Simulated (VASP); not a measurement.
Consider the following.

```
CELL_PARAMETERS angstrom
      1.50994     0.87177     5.37805
     -1.50994     0.87177     5.37805
      0.00000    -1.74353     5.37805
ATOMIC_POSITIONS crystal
  Mg 0.50000 0.50000 0.50000
  Hf 0.00000 0.00000 0.00000
```

Level of theory: PBEsol GGA, VASP's PBE PAW potentials (set 64) (plane waves; VASP). Numerical set-up: 400 eV cut-off, Gaussian smearing of 0.050 eV, potentials Mg Hf_pv.

Problem. Give the energies of bands 4 to 9 at the high-symmetry points, in eV from the Fermi level.

Solution. 
```csv
band,Γ,T,H2,L,S0,F
4,-7.12,-5.84,-1.07,-2.93,-0.94,-2.79
5,-3.21,-5.38,-0.41,-1.90,-0.42,-2.05
6,-1.06,-0.76,-0.40,-0.38,-0.41,-0.70
7,1.95,1.96,0.04,-0.32,0.01,0.59
8,1.95,1.96,0.68,3.24,0.53,1.76
9,4.01,4.96,2.08,3.46,2.25,3.60
```

It has no gap at this level: it comes out as a metal or semimetal.

The structure comes from a computed database's HfMg entry (R-3m); how it stands against other phases isn't given here. It was relaxed first.
